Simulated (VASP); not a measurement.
# Li2NiH2O8 (P1) in VASP: single point with PBE

Aim: the single point of Li2NiH2O8 with PBE.

Everything below comes from runs of VASP 6.6.1. Logs are shortened: lines on timing, memory, paths and dates and some standing lists are left out, and cuts for length are marked.

### Step 1. Starting point

The typed cell holds 13 atoms: a = 4.655 Å, b = 5.546 Å, c = 5.738 Å, α = 65.35°, β = 89.86°, γ = 115.54°.

The cell was built by a generator and needn't be a form met in nature.

### Step 2. Single point, PBE

INCAR reads:

```
PREC = Accurate
ENCUT = 520
EDIFF = 1E-6
ISMEAR = 0
SIGMA = 0.1402
LREAL = False
LASPH = True
NELM = 100
ALGO = Fast
ISIF = 2
LWAVE = False
LCHARG = False
GGA = PE
NBANDS = 45
```

KPOINTS reads:

```
Automatic mesh
0
Gamma
  5 4 4
  0.5 0 0
```

POSCAR reads:

```
Li2NiH2O8
1.0
    4.6542960000     -0.0501640000     -0.0362940000
   -2.3350490000      5.0242640000      0.2561790000
    0.0806820000      2.4142680000      5.2050270000
H Li O Ni
2 2 8 1
Direct
    0.2889600000      0.5469020000      0.6427540000
    0.7245720000      0.4486320000      0.3535380000
    0.9991870000      0.0571820000      0.2563900000
    0.9877230000      0.9282520000      0.7119600000
    0.9679240000      0.2568370000      0.9261520000
    0.0395100000      0.7761180000      0.0526060000
    0.5050020000      0.7536150000      0.7955010000
    0.4553350000      0.2228150000      0.2124020000
    0.5405890000      0.7061040000      0.3426410000
    0.4757700000      0.2764390000      0.6941710000
    0.0470250000      0.7112760000      0.5472810000
    0.9534830000      0.2585780000      0.4707450000
    0.4833160000      0.9931530000      0.9715270000
```

Potentials or basis: VASP PAW PBE potentials, release 64 (H, Li_sv, O, Ni).

On the command line:

```bash
$ cat potpaw_PBE.64/H/POTCAR potpaw_PBE.64/Li_sv/POTCAR potpaw_PBE.64/O/POTCAR potpaw_PBE.64/Ni/POTCAR > POTCAR
$ mpirun -np 1 vasp_std > vasp.out
```

OUTCAR:

```text
PREC = Accurate
   ENCUT = 520
   EDIFF = 1E-6
   ISMEAR = 0
   LREAL = False
   LASPH = True
   NELM = 100
   ISIF = 2
   GGA = PE

 ion  position               nearest neighbor table
   1  0.289  0.547  0.643-
   2  0.725  0.449  0.354-
   3  0.999  0.057  0.256-   5 1.80   8 1.88  12 2.04   9 2.05  11 2.05   4 2.40
   4  0.988  0.928  0.712-   6 1.84  12 1.85  11 1.91   7 1.99  10 2.23   3 2.40  13 2.72
   5  0.968  0.257  0.926-   3 1.80  13 2.03
   6  0.040  0.776  0.053-  13 1.82   4 1.84
   7  0.505  0.754  0.796-   4 1.99  13 2.01
   8  0.455  0.223  0.212-   3 1.88  13 2.27
   9  0.541  0.706  0.343-   3 2.05  13 2.16
  10  0.476  0.276  0.694-  13 1.72   4 2.23
  11  0.047  0.711  0.547-   4 1.91   3 2.05
  12  0.953  0.259  0.471-   4 1.85   3 2.04
  13  0.483  0.993  0.972-  10 1.72   6 1.82   7 2.01   5 2.03   9 2.16   8 2.27   4 2.72

  LATTYP: Found a triclinic cell.
 ALAT       =     6.0941719627
 B/A-ratio  =     0.9415962312
 C/A-ratio  =     0.7637966000
 COS(alpha) =     0.0024521763
 COS(beta)  =     0.3946488285
 COS(gamma) =     0.5619854740

  Lattice vectors:

 A1 = (  -2.4157310000,   2.6099960000,  -4.9488480000)
 A2 = (  -0.0806820000,  -2.4142680000,  -5.2050270000)
 A3 = (  -4.6542960000,   0.0501640000,   0.0362940000)

Analysis of symmetry for initial positions (statically):
=====================================================================
 Subroutine PRICEL returns:
 Original cell was already a primitive cell.

 Routine SETGRP: Setting up the symmetry group for a
 triclinic supercell.

 Subroutine GETGRP returns: Found  1 space group operations
 (whereof  1 operations were pure point group operations)
 out of a pool of  2 trial point group operations.

The static configuration has the point symmetry C_1 .

Analysis of symmetry for dynamics (positions and initial velocities):
=====================================================================
 Subroutine PRICEL returns:
 Original cell was already a primitive cell.

 Routine SETGRP: Setting up the symmetry group for a
 triclinic supercell.

 Subroutine GETGRP returns: Found  1 space group operations
 (whereof  1 operations were pure point group operations)
 out of a pool of  2 trial point group operations.

The dynamic configuration has the point symmetry C_1 .

 Subroutine INISYM returns: Found  1 space group operations
 (whereof  1 operations are pure point group operations),
 and found     1 'primitive' translations

----------------------------------------------------------------------------------------

                                     Primitive cell

  volume of cell :     118.4465

  direct lattice vectors                    reciprocal lattice vectors
     4.654296000 -0.050164000 -0.036294000     0.215565265  0.102786195 -0.051017153
    -2.335049000  5.024264000  0.256179000     0.001464641  0.204553705 -0.094901647
     0.080682000  2.414268000  5.205027000     0.001431023 -0.009350930  0.196437058

  length of vectors
     4.654707825  5.546287971  5.738249353     0.244205109  0.225500967  0.196664704

  position of ions in fractional coordinates (direct lattice)
     0.288960000  0.546902000  0.642754000
     0.724572000  0.448632000  0.353538000
     0.999187000  0.057182000  0.256390000
     0.987723000  0.928252000  0.711960000
     0.967924000  0.256837000  0.926152000
     0.039510000  0.776118000  0.052606000
     0.505002000  0.753615000  0.795501000
     0.455335000  0.222815000  0.212402000
     0.540589000  0.706104000  0.342641000
     0.475770000  0.276439000  0.694171000
     0.047025000  0.711276000  0.547281000
     0.953483000  0.258578000  0.470745000
     0.483316000  0.993153000  0.971527000

  ion indices of the primitive-cell ions
   primitive index   ion index
                 1           1
                 2           2
                 3           3
                 4           4
                 5           5
                 6           6
                 7           7
                 8           8
                 9           9
                10          10
                11          11
                12          12
                13          13

----------------------------------------------------------------------------------------

 KPOINTS: Automatic mesh

Automatic generation of k-mesh.
 Grid dimensions read from file:
 generate k-points for:    5    4    4

 Generating k-lattice:

  Cartesian coordinates                     Fractional coordinates (reciprocal lattice)
     0.043113053  0.020557239 -0.010203431     0.200000000  0.000000000  0.000000000
     0.000366160  0.051138426 -0.023725412    -0.000000000  0.250000000  0.000000000
     0.000357756 -0.002337732  0.049109265     0.000000000 -0.000000000  0.250000000

  Length of vectors
     0.048841022  0.056375242  0.049166176

  Shift w.r.t. Gamma in fractional coordinates (k-lattice)
     0.500000000  0.000000000  0.000000000

 Subroutine IBZKPT returns following result:
 ===========================================

 Found     42 irreducible k-points:

 Following reciprocal coordinates:
            Coordinates               Weight
  0.100000  0.000000  0.000000      2.000000
  0.300000 -0.000000  0.000000      2.000000
  0.500000  0.000000  0.000000      1.000000
  0.100000  0.250000  0.000000      2.000000
  0.300000  0.250000 -0.000000      2.000000
  0.500000  0.250000  0.000000      2.000000
[... 16 lines left out ...]
  0.300000  0.500000  0.250000      2.000000
  0.500000  0.500000  0.250000      2.000000
 [... further k-points ...]
   k-points           NKPTS =     42   k-points in BZ     NKDIM =     42   number of bands    NBANDS=     45
   number of dos      NEDOS =    301   number of ions     NIONS =     13
   total plane-waves  NPLWV =  72576
   dimension x,y,z NGX =    36 NGY =   42 NGZ =   48
   dimension x,y,z NGXF=    72 NGYF=   84 NGZF=   96
   ions per type =               2   2   8   1
   NGX,Y,Z   is equivalent  to a cutoff of  12.86, 12.59, 13.91 a.u.
   NGXF,Y,Z  is equivalent  to a cutoff of  25.72, 25.18, 27.81 a.u.
 SYSTEM =  unknown system
   PREC   = accura    normal or accurate (medium, high low for compatibility)
   ISTART =      0    job   : 0-new  1-cont  2-samecut
   ICHARG =      2    charge: 1-file 2-atom 10-const
   ISPIN  =      1    spin polarized calculation?
   LNONCOLLINEAR =      F non collinear calculations
   LSORBIT =      F    spin-orbit coupling
   LASPH  =      T    aspherical Exc in radial PAW
   ENCUT  =  520.0 eV  38.22 Ry    6.18 a.u.   8.65 10.31 10.67*2*pi/ulx,y,z
   NELM   =    100;   NELMIN=  2; NELMDL= -5     # of ELM steps
   EDIFF  = 0.1E-05   stopping-criterion for ELM
   LREAL  =      F    real-space projection
   EDIFFG = 0.1E-04   stopping-criterion for IOM
   NSW    =      0    number of steps for IOM
   IBRION =     -1    ionic relax: 0-MD 1-quasi-New 2-CG
   NFREE  =      0    steps in history (QN), initial steepest desc. (CG)
   ISIF   =      2    stress and relaxation
   ISYM   =      2    0-nonsym 1-usesym 2-fastsym
   POTIM  = 0.5000    time-step for ionic-motion
   TEBEG  =    0.0;   TEEND  =   0.0 temperature during run
   PSTRESS=    0.0 pullay stress
   NELECT =      66.0000    total number of electrons
   NUPDOWN=      -1.0000    fix difference up-down
   EMIN   =  10.00;   EMAX   =-10.00  energy-range for DOS
   EFERMI =   0.00;   METHOD = LEGACY
   ISMEAR =     0;   SIGMA  =   0.14  broadening in eV -4-tet -1-fermi 0-gaus
   EFERMI_NEDOS =   21; number of points for ismear=-14 and -15
   IALGO  =     68    algorithm
   IMIX   =      4    mixing-type and parameters
     AMIX     =   0.40;   BMIX     =  1.00
     AMIX_MAG =   1.60;   BMIX_MAG =  1.00
  volume/ion in A,a.u.               =       9.11        61.49
  Fermi-wavevector in a.u.,A,eV,Ry     =   1.347148  2.545741 24.691972  1.814809
  Thomas-Fermi vector in A             =   2.474923
   LORBIT       =      0    0 simple, 1 ext, 2 COOP (PROOUT), +10 PAW based schemes
   GGA     = PE    functional components
   LHFCALC =     F    Hartree Fock is set to
   AEXX    =    0.0000 exact exchange contribution
   IVDW    =     0    specifies the selected vdW correction
   LEPSILON=     F    determine dielectric tensor
   LRPA    =     F    only Hartree local field effects (RPA)
 non-spin polarized calculation
 RMM-DIIS sequential band-by-band and
 Gauss-broadening in eV      SIGMA  =   0.14
  energy-cutoff  :      520.00
  volume of cell :      118.45
 maximum number of plane-waves:      3205
 NGX is ok and might be reduce to    36
   NGX = 17   NGY = 21   NGZ = 21

 number of electron      66.0000007 magnetization

 Free energy of the ion-electron system (eV)
  ---------------------------------------------------
  ext. energy  EPLUGINS =         0.00000000
  ---------------------------------------------------
  free energy    TOTEN  =       -50.29074172 eV

  energy without entropy =      -50.12499834  energy(sigma->0) =      -50.20787003

 E-fermi :   0.2288     XC(G=0): -10.3124

 val. band max:        0.2254652646   @ k =  -0.1000  -0.0000   0.2500
 cond. band min:       0.2389476888   @ k =   0.1000   0.5000   0.5000
 fundamental gap:      0.0134824242
 Fermi energy:         0.2288206413

 k-point     1 :       0.1000    0.0000    0.0000
  band No.  band energies     occupation
      1     -41.8661      2.00000
      2     -41.7824      2.00000
      3     -17.7309      2.00000
      4     -16.4519      2.00000
      5     -16.1818      2.00000
      6     -15.9174      2.00000
[... 37 lines left out ...]
     44      12.8171      0.00000
     45      13.1512      0.00000
[... 1063 lines left out ...]
      5     -16.4302      2.00000
      6     -16.0024      2.00000
[... 37 lines left out ...]
     44      12.5621      0.00000
     45      13.1624      0.00000

 [... further k-points ...]

------------------------ aborting loop because EDIFF is reached ----------------------------------------

  FORCE on cell =-STRESS in cart. coord.  units (eV):
  Direction    XX          YY          ZZ          XY          YZ          ZX
  --------------------------------------------------------------------------------------
  -------------------------------------------------------------------------------------
  Total       -8.6335186    -13.2489449     -5.6768323     -1.2226976      0.8502601      2.4055320
  in kB     -116.7821004   -179.2130980    -76.7882057    -16.5389339     11.5011237     32.5386542
  external PRESSURE =    -124.2611347 kB  Pullay stress =       0.0000000 kB

 VOLUME and BASIS-vectors are now :
 -----------------------------------------------------------------------------
  energy-cutoff  :      520.00
  volume of cell :      118.45
      direct lattice vectors                 reciprocal lattice vectors
     4.654296000 -0.050164000 -0.036294000     0.215565265  0.102786195 -0.051017153
    -2.335049000  5.024264000  0.256179000     0.001464641  0.204553705 -0.094901647
     0.080682000  2.414268000  5.205027000     0.001431023 -0.009350930  0.196437058

 POSITION                                       TOTAL-FORCE (eV/Angst)
 -----------------------------------------------------------------------------------
      0.11972      4.28507      3.47517        -0.645910      0.861260     -0.485702
      2.35332      3.07123      1.92881         0.667087     -0.838976     -0.029967
      4.53768      0.85617      1.31290        -0.105931     -0.106381      0.437031
      2.48708      6.33310      3.90772         0.074638     -0.051752      0.193770
      3.98000      3.47784      4.85131        -1.065901     -1.088595     -1.346465
     -1.62414      4.02444      0.47121         0.395809      0.325479      0.922041
      0.65488      5.68158      4.31534        -0.296431      1.426007      0.271106
      1.61612      1.60944      1.14611         0.704360     -0.645824     -0.036831
      0.89492      4.34776      1.94472        -0.805164     -0.387720     -0.413553
      1.62488      3.04095      3.66673        -0.036841      0.504809     -0.710244
     -1.39784      4.89256      3.02912         1.172624     -0.205920      0.310158
      3.87198      2.38784      2.48188        -1.358825      0.273236     -0.721317
      0.00882      7.31114      5.29371         1.300484     -0.065622      1.609973
 -----------------------------------------------------------------------------------
    total drift:                                0.000265      0.001274     -0.000525

  FREE ENERGIE OF THE ION-ELECTRON SYSTEM (eV)
  ---------------------------------------------------
  free  energy   TOTEN  =       -50.2907417208 eV

  energy  without entropy=      -50.1249983401  energy(sigma->0) =      -50.20787003
```

It took 9.6 min on 1 thread of Intel Xeon Platinum 8488C (Sapphire Rapids), shared host; peak memory 0.37 GiB.

Results:

```yaml
Free_energy: -50.2907 eV
Largest_force: 2.071 eV/Å
Band_gap_on_the_k_mesh: none (metal or under the smearing width)
```

Forces in eV/Å, atoms in the order of the input:
```
H   -0.646  0.861 -0.486
H    0.667 -0.839 -0.030
Li  -0.106 -0.106  0.437
Li   0.075 -0.052  0.194
O   -1.066 -1.089 -1.346
O    0.396  0.325  0.922
O   -0.296  1.426  0.271
O    0.704 -0.646 -0.037
O   -0.805 -0.388 -0.414
O   -0.037  0.505 -0.710
O    1.173 -0.206  0.310
O   -1.359  0.273 -0.721
Ni   1.300 -0.066  1.610
```

Levels at points of the mesh, in eV from the Fermi level:
```csv
k point,band 30,band 31,band 32,band 33,band 34,band 35,band 36,band 37
"(0.50, 0.00, 0.00)",-0.30,-0.24,-0.13,-0.06,0.07,0.18,0.25,0.45
"(0.50, 0.50, 0.00)",-0.40,-0.19,-0.15,-0.09,-0.03,0.23,0.36,0.45
"(0.50, 0.00, 0.50)",-0.50,-0.37,-0.32,-0.05,0.06,0.15,0.39,0.53
"(0.50, 0.50, 0.50)",-0.37,-0.34,-0.22,-0.09,-0.01,0.03,0.24,0.60
```

Caveat: the cutoff is under 1.25 times the usual one of these potentials, so pressure, stress and relaxed cells hold a basis-set (Pulay) error; the run has no spin polarisation, though such a crystal can be magnetic; semilocal functionals often make such compounds metallic where correlation or magnetic order opens a gap, which also shifts bond lengths; forces of over 1 eV/Å show positions far from the minimum, so gaps and moduli don't describe the material at rest. With open d or f shells a metallic result of PBE can be an artefact of self-interaction; +U or a hybrid may open a gap.
